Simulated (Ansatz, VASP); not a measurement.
# CoSn in two plane-wave programs

One calculation is typed for both programs; each brings its own data sets. How far apart do they land? The cell is taken from a series of runs on this material, whose earlier steps may have relaxed, scaled, displaced or heated it; both programs get it as it stands.

Calculated with Ansatz 0.2.0; plane waves, with VASP 6.6.1 beside it; relaxation of cell and atoms at PBE.

### 1. Starting point

The structure is hexagonal, space group P6/mmm (No. 191). Conventional cell: a = 5.274 Å, b = 5.274 Å, c = 4.260 Å, α = 90.00°, β = 90.00°, γ = 120.00°. Nearest to Co lie 6 Sn at 2.62 to 2.64 Å and 4 Co at 2.64 Å. Sn has 6 Co at 2.62 Å nearest. Sn has 6 Co at 2.64 Å nearest. Farther neighbours are not listed.

### 2. Ansatz: relaxation of cell and atoms, PBE

Ansatz runs on its default PAW (the set named soft_2) files.

The relaxed volume is the usual yardstick between codes: in a stiff, nearly cubic crystal its relative difference is about their pressure difference at one cell divided by the bulk modulus.

The input, input.yaml:

```yaml
crystal:
  lattice:
    - [5.2735, 0.0, 0.0]
    - [-2.63675, 4.566985, 0.0]
    - [0.0, 0.0, 4.26]
  atoms:
    - { symbol: Co, position: [0.0, 0.5, 0.0] }
    - { symbol: Co, position: [0.5, 0.5, 0.0] }
    - { symbol: Co, position: [0.5, 0.0, 0.0] }
    - { symbol: Sn, position: [0.66666667, 0.33333333, 0.5] }
    - { symbol: Sn, position: [0.33333333, 0.66666667, 0.5] }
    - { symbol: Sn, position: [0.0, 0.0, 0.0] }
kpoints:
  mp_grid: { grid: [9, 9, 8] }
hamiltonian:
  xc: pbe
scf:
  occupations: { method: gaussian, width: 0.1 }
output:
  forces: true
  stress: true
  eigenvalues: true
basis:
  ecutwfc: 420.0
relax:
  adjacent_minimum: "off"
  f_tol: 0.005
  max_steps: 60
  cell: { stress_tol: 0.03 }
```

Run with:

```console
$ ansatz run input.yaml --threads 4 --pin off --max-ram 16384MiB --backend cpu --events-out ev --progress --plain --runs-dir out
```

Numbers of over 12 decimals in the logs are rounded to 6 here.

Log:

```text
Engine: ansatz 0.2.0, aarch64-unknown-linux-gnu
Pseudopotentials: kind: paw
Pseudopotential: Co, paw, valence charge 17, recommended cutoff 420 eV (normal), Co.paw.azcp
Pseudopotential: Sn, paw, valence charge 14, recommended cutoff 420 eV (normal), Sn.paw.azcp
Functional definition: PBE
  parameter kappa = 0.804
  parameter beta = 0.066725
  exchange = pbe_x(kappa = kappa, mu = beta*pi^2/3)
  correlation = pbe_c(beta = beta)
Crystal: 6 atoms, lattice volume = 102.598 Å³
Basis set: ecut = 420 eV, 2013 PW (Γ), exchange–correlation on 72×72×60 points (8 copies of the dense FFT grid, shifted against one another)
Bands: 56, of which v1, the nominal top of the filled ones, is band 47 counted from 1 (46 counted from 0)
Symmetry: 24 space group operations
Space group: P6/mmm (ITA 191), of the structure as read, at distance tolerance 4.7e-5 Å
k-points: 60 of 648
Non-local potential: Co, projectors of the file, l = 0: 3, l = 1: 2, l = 2: 3, l = 3: 1
Non-local potential: Sn, projectors of the file, l = 0: 2, l = 1: 2, l = 2: 2, l = 3: 2
PAW form: soft (Blöchl's): semilocal exchange-correlation on the pseudo side does not see the compensation charge
PAW one-centre angular grid: Co, 590 points (default); XC on 64 Gauss nodes
PAW one-centre angular grid: Sn, 590 points (default); XC on 64 Gauss nodes
Initial density: superposition of atomic densities (neutral atoms: chi_scale 0, normalization atom), corrected by the library's trained network
Initial wavefunctions: pseudopotential atomic-orbital guess
Functional: x = pbe(κ = 0.804, μ = 0.219515), c = pbe(β = 0.066725)
SCF iter   1: F=—  HF=-33451.631032 eV  |F-HF|=—  |Δ(HF+E_count)|=         —  Δρ=1.05e-2  dr2=1.05e-1  ethr=1.77e-3  ⟨swp⟩=7.0  Hψ=13225  notcnv=0  defer=16
preconditioner: auto → LDOS  [metal: Δε(μ)=0.072 eV  Ē_g=14.147 eV  σ=0.100 eV  W_gap=0.37  n_scr=26 (ndim 8)  ℏωp=30.5 eV  f_vac=0.021  D(μ)=2.16/eV (n_scr^D=8)  β→1.0]
SCF iter   2: F=—  HF=-33451.675335 eV  |F-HF|=—  |Δ(HF+E_count)|=   4.43e-2  Δρ=2.70e-2  dr2=5.73e-1  ethr=1.12e-4  ⟨swp⟩=2.0  Hψ=5359  notcnv=0  defer=162
SCF iter   3: F=—  HF=-33451.621218 eV  |F-HF|=—  |Δ(HF+E_count)|=   5.41e-2  Δρ=6.34e-3  dr2=2.67e-2  ethr=1.12e-4  ⟨swp⟩=2.0  Hψ=5932  notcnv=0  defer=162
SCF iter   4: F=—  HF=-33451.618098 eV  |F-HF|=—  |Δ(HF+E_count)|=   3.12e-3  Δρ=4.62e-4  dr2=1.77e-4  ethr=2.88e-5  ⟨swp⟩=2.0  Hψ=4323  notcnv=0  defer=47
SCF iter   5: F=—  HF=-33451.618136 eV  |F-HF|=—  |Δ(HF+E_count)|=   3.73e-5  Δρ=1.63e-4  dr2=2.20e-5  ethr=1.91e-7  ⟨swp⟩=2.0  Hψ=5210  notcnv=0  defer=47
SCF iter   6: F=—  HF=-33451.618098 eV  |F-HF|=—  |Δ(HF+E_count)|=   3.74e-5  Δρ=3.78e-5  dr2=7.87e-7  ethr=2.36e-8  ⟨swp⟩=2.0  Hψ=5243  notcnv=0  defer=41
SCF iter   7: F=—  HF=-33451.618099 eV  |F-HF|=—  |Δ(HF+E_count)|=   5.46e-7  Δρ=4.13e-5  dr2=1.16e-6  ethr=1.08e-10  ⟨swp⟩=9.9  Hψ=16325  notcnv=0
SCF iter   8: F=-33451.618099 eV  HF=-33451.618099 eV  |F-HF|=3.66e-8  |Δ(HF+E_count)|=   6.76e-8  Δρ=7.89e-6  dr2=4.83e-8  ethr=1.08e-10  ⟨swp⟩=3.5  Hψ=13056  notcnv=0
SCF 1 converged in 8 iterations: F = -33451.618099 eV  dr2 = 4.83e-8
  greatest PAW one-centre occupation: 1.001 electrons in one spin orbital (limit 2), on the Co atom at site 2 (counted from 0), in its partial waves of l = 1
relax step   1: F+E_penalty+E_count = -33451.61809870 eV  Δ(F+E_penalty+E_count) = +0.000e0 eV  max|allowed force component| = 3.701e-17 eV/Å  Δτ_max = 0.0000 Å  P = +0.219 GPa  Ω = 102.598 Å³  (8 SCF iters, dr2 threshold 1.00e-7 eV, accepted)
[...]
relax step   2: F+E_penalty+E_count = -33451.62319952 eV  Δ(F+E_penalty+E_count) = -5.101e-3 eV  max|allowed force component| = 6.322e-17 eV/Å  Δτ_max = 0.0000 Å  P = -0.089 GPa  Ω = 102.827 Å³  energy of the carried Pulay correction = -1.489e-4 eV  (5 SCF iters, dr2 threshold 6.00e-7 eV, accepted)
[...]
relax step   3: F+E_penalty+E_count = -33451.62328028 eV  Δ(F+E_penalty+E_count) = -8.076e-5 eV  max|allowed force component| = 7.401e-17 eV/Å  Δτ_max = 0.0000 Å  P = +0.009 GPa  Ω = 102.748 Å³  energy of the carried Pulay correction = -9.915e-5 eV  (6 SCF iters, dr2 threshold 3.74e-8 eV, accepted)
[...]
relax step   4: F+E_penalty+E_count = -33451.62338393 eV  Δ(F+E_penalty+E_count) = -1.036e-4 eV  max|allowed force component| = 9.252e-17 eV/Å  Δτ_max = 0.0000 Å  P = +0.011 GPa  Ω = 102.748 Å³  stress off target by 1.09e-2 GPa  SCF on the basis re-selected at this cell (its energy is not comparable with the rows above)  (6 SCF iters)
basis re-selected at this cell: Δ(F+E_penalty+E_count) = -1.036e-4 eV, ΔP = +0.002 GPa vs the last step (what re-selecting the basis moved, of the pressure what is left beyond the Pulay correction that the steps carried, after the strain that the cell walked since its last selection, with what the two solves' SCF thresholds leave and, on support functions, any second-order correction that the steps lacked; it is no m [...]
SCF converged after 6 iterations
Free energy (F): -33451.623384 eV
Harris-Foulkes:  -33451.623384 eV  (|F-HF|=1.46e-11)
Internal energy: -33451.610899 eV  (E = F + TS)
E sigma→0 (E₀):  -33451.617141 eV
Entropy (-TS):   -0.012485 eV (-2.081 meV/atom)
Fermi energy:    14.602027 eV
--- Per-component energies (eV) ---
  E_band       = -993.607264
  E_kinetic    = 1931.132553
  E_local      = -13447.642878  (includes V_loc(G=0)·N_el)
  E_nonlocal   = 1282.221424
  E_hartree    = 6354.129790
  E_xc         = -1623.847070
  E_vxc        = -903.700473  (∫ρ·V_xc dr)
  E_paw        = -16973.352429  (= ΣΔE_a)
  E_vpaw       = -2563.878118  (= ΣTr[D̂ρ^β])
  E_aug_tail   = 0.000240  (compensation charges beyond the density's cutoff)
  E_ewald      = -10974.252529
  E_smearing   = -0.012485  (= −TS)
  E_closure    = 0.000000  (closes the sum)
  Σ components = -33451.623384   (vs F -33451.623384, Δ=0.00e0)
--- Forces (eV/Å), atoms counted from 1 ---
  atom   1  Co     0.00000000    -0.00000000     0.00000000
  atom   2  Co     0.00000000    -0.00000000     0.00000000
  atom   3  Co    -0.00000000    -0.00000000     0.00000000
  atom   4  Sn     0.00000000    -0.00000000     0.00000000
  atom   5  Sn     0.00000000     0.00000000    -0.00000000
  atom   6  Sn     0.00000000     0.00000000     0.00000000
  max |Σ_I F_I| component: 9.25e-18 eV/Å
--- Stress (GPa, compression-positive) ---
        0.010885       0.000000       0.000000
        0.000000       0.010885       0.000000
        0.000000       0.000000       0.010221
  P = ⅓ Tr σ = 0.0107 GPa (0.107 kbar)
--- Band table (eV; the first three rows and the last of 60) ---
  k-point 0: bands = [... 43 lower, 14.1872, 14.2211, 14.2211, 15.1292, 15.2090, 15.9754, 15.9754, 17.5117, ... 5 higher]
  k-point 1: bands = [... 43 lower, 14.1885, 14.2080, 14.2080, 15.1293, 15.2103, 15.7723, 15.7723, 17.6334, ... 5 higher]
  k-point 2: bands = [... 43 lower, 14.1777, 14.1896, 14.1896, 15.0597, 15.1295, 15.1593, 15.1593, 16.7779, ... 5 higher]
  k-point 59: bands = [... 43 lower, 13.8721, 14.0155, 14.0155, 14.1453, 14.4939, 15.9105, 17.9555, 17.9555, ... 5 higher]
--- Relaxed structure (3 steps of the walk, 3 accepted, 1 SCFs on fresh bases) ---
  F+E_penalty+E_count = -33451.62338393 eV   max|allowed force component| = 9.252e-17 eV/Å   (the final SCF, on the basis selected at the relaxed cell)
  cell:  # Å, volume = 102.7484 Å³
    - [5.295834, 0, 0]
    - [-2.647917, 4.586327, 0]
    - [0, 0, 4.230346]
  atoms:
    - { symbol: Co, position: [2.7755575615628914e-17, 0.5, 0] }
    - { symbol: Co, position: [0.5, 0.5, 0] }
    - { symbol: Co, position: [0.500000, 0, 0] }
    - { symbol: Sn, position: [0.666667, 0.333333, 0.500000] }
    - { symbol: Sn, position: [0.333333, 0.666667, 0.500000] }
    - { symbol: Sn, position: [0, 0, 0] }
```

In the SCF lines HF is the Harris–Foulkes energy and dr2 the Hartree energy of the density residual, in eV; the loop may stop once dr2 is under the threshold and the program's other checks hold. Hψ counts applications of the Hamiltonian.

### 3. VASP: relaxation of cell and atoms, PBE

The same cell, functional, mesh and smearing now go to VASP, with its own data sets.

Lines of VASP's logs that name or quote its potential files are left out, and so is its time.

The input, INCAR:

```
SYSTEM = CoSn
PREC = Accurate
ENCUT = 600
EDIFF = 1E-07
NELM = 120
ISMEAR = 0
SIGMA = 0.1
LREAL = .FALSE.
ALGO = Normal
GGA = PE
NBANDS = 42
LASPH = .TRUE.
LORBIT = 11
LWAVE = .FALSE.
LCHARG = .FALSE.
ISIF = 3
IBRION = 2
NSW = 80
EDIFFG = -0.005
GGA_COMPAT = .FALSE.
NELMIN = 4
KPAR = 2
```

The input, POSCAR:

```
CoSn
1.0
    5.2735000000      0.0000000000      0.0000000000
   -2.6367500000      4.5669850000      0.0000000000
    0.0000000000      0.0000000000      4.2600000000
Co Sn
3 3
Direct
    0.9999999453      0.4999998905      0.0000000000
    0.4999999453      0.4999998905      0.0000000000
    0.5000000000      0.0000000000      0.0000000000
    0.6666666302      0.3333332603      0.5000000000
    0.3333333698      0.6666667397      0.5000000000
    0.0000000000      0.0000000000      0.0000000000
```

The input, KPOINTS:

```
Automatic mesh
0
Gamma
9 9 8
0 0 0
```

The projector-augmented-wave data sets are Co and Sn_d (PBE family, release 64).

Run with:

```console
$ mpirun -np 2 vasp_std
```

Log:

```text
[banner, memory and clock lines left out]
running    2 mpi-ranks, on    1 nodes
 distrk:  each k-point on    1 cores,    2 groups
 distr:  one band on    1 cores,    1 groups

 POSCAR found type information on POSCAR CoSn
 POSCAR found :  2 types and       6 ions
 LDA part: xc-table for (Slater+PW92), standard interpolation
 POSCAR, INCAR and KPOINTS ok, starting setup
 FFT: planning ... GRIDC
 FFT: planning ... GRID_SOFT
 FFT: planning ... GRID
 WAVECAR not read
 entering main loop
       N       E                     dE             d eps       ncg     rms          rms(c)
DAV:   1     0.721693862049E+03    0.72169E+03   -0.34727E+04  5084   0.283E+03
DAV:   2     0.759026093161E+02   -0.64579E+03   -0.63021E+03  5040   0.665E+02
DAV:   3    -0.299070430771E+02   -0.10581E+03   -0.10272E+03  5090   0.242E+02
DAV:   4    -0.356247579415E+02   -0.57177E+01   -0.56488E+01  5942   0.611E+01
DAV:   5    -0.358043771771E+02   -0.17962E+00   -0.17940E+00  6780   0.101E+01    0.144E+01
DAV:   6    -0.374665625610E+02   -0.16622E+01   -0.31490E+01  5920   0.536E+01    0.158E+01
DAV:   7    -0.334570230810E+02    0.40095E+01   -0.17448E+01  5924   0.409E+01    0.485E+00
DAV:   8    -0.332779068191E+02    0.17912E+00   -0.15390E+00  5414   0.849E+00    0.144E+00
DAV:   9    -0.332553959076E+02    0.22511E-01   -0.16880E-01  6178   0.449E+00    0.508E-01
DAV:  10    -0.332546802769E+02    0.71563E-03   -0.13128E-02  5698   0.996E-01    0.322E-01
DAV:  11    -0.332536840391E+02    0.99624E-03   -0.20274E-03  6574   0.448E-01    0.934E-02
DAV:  12    -0.332537557054E+02   -0.71666E-04   -0.35407E-04  6182   0.140E-01    0.284E-02
DAV:  13    -0.332537615512E+02   -0.58458E-05   -0.42578E-05  5812   0.714E-02    0.965E-03
DAV:  14    -0.332537612258E+02    0.32534E-06   -0.42595E-06  5900   0.142E-02    0.348E-03
DAV:  15    -0.332537604812E+02    0.74462E-06   -0.90502E-07  5504   0.753E-03    0.103E-03
DAV:  16    -0.332537604564E+02    0.24841E-07   -0.79622E-08  3504   0.253E-03
   1 F= -.33253760E+02 E0= -.33246607E+02  d E =-.332538E+02
[...]
2 F= -.33259444E+02 E0= -.33253233E+02  d E =-.568360E-02
[...]
3 F= -.33259445E+02 E0= -.33253227E+02  d E =-.568429E-02
[...]
4 F= -.33259469E+02 E0= -.33253298E+02  d E =-.241015E-04
 trial-energy change:   -0.000024  1 .order   -0.000008   -0.000199    0.000183
 step:   0.5816(harm=  0.5199)  dis= 0.00000  next Energy=   -33.259506 (dE=-0.610E-04)
 bond charge predicted
       N       E                     dE             d eps       ncg     rms          rms(c)
DAV:   1    -0.332602572511E+02   -0.78836E-03   -0.12658E-02  5314   0.136E+00    0.210E-01
DAV:   2    -0.332609263609E+02   -0.66911E-03   -0.86435E-03  5862   0.978E-01    0.286E-01
DAV:   3    -0.332595818556E+02    0.13445E-02   -0.46787E-03  5798   0.718E-01    0.629E-02
DAV:   4    -0.332595140809E+02    0.67775E-04   -0.29292E-04  6428   0.171E-01    0.138E-02
DAV:   5    -0.332595081941E+02    0.58868E-05   -0.22491E-05  6156   0.515E-02    0.401E-03
DAV:   6    -0.332595059389E+02    0.22552E-05   -0.16678E-06  5578   0.117E-02    0.146E-03
DAV:   7    -0.332595056115E+02    0.32747E-06   -0.11556E-07  2786   0.386E-03    0.110E-03
DAV:   8    -0.332595056798E+02   -0.68358E-07   -0.57258E-08  2546   0.301E-03
   5 F= -.33259506E+02 E0= -.33253315E+02  d E =-.609286E-04
 curvature:  -0.26 expect dE=-0.282E-06 dE for cont linesearch -0.279E-06
 trial: gam= 0.00000 g(F)=  0.108E-40 g(S)=  0.108E-05 ort =-0.147E-04 (trialstep = 0.915E+00)
 search vector abs. value=  0.108E-05
 reached required accuracy - stopping structural energy minimisation
```

(Part 1 of 2 ends here.)

[Lines on the potential files, build, host, timing and source positions are cut from VASP's logs without a mark.]

[Logs are printed without paths, hosts, clocks, repeated set-up lines and the standing remarks that a program may print on its own settings, such as how far it seeks lower states.]

[Hosts, paths, dates, database ids (printed as entryN), source tags and the programs' standing remarks are cut or masked in the printed files.]
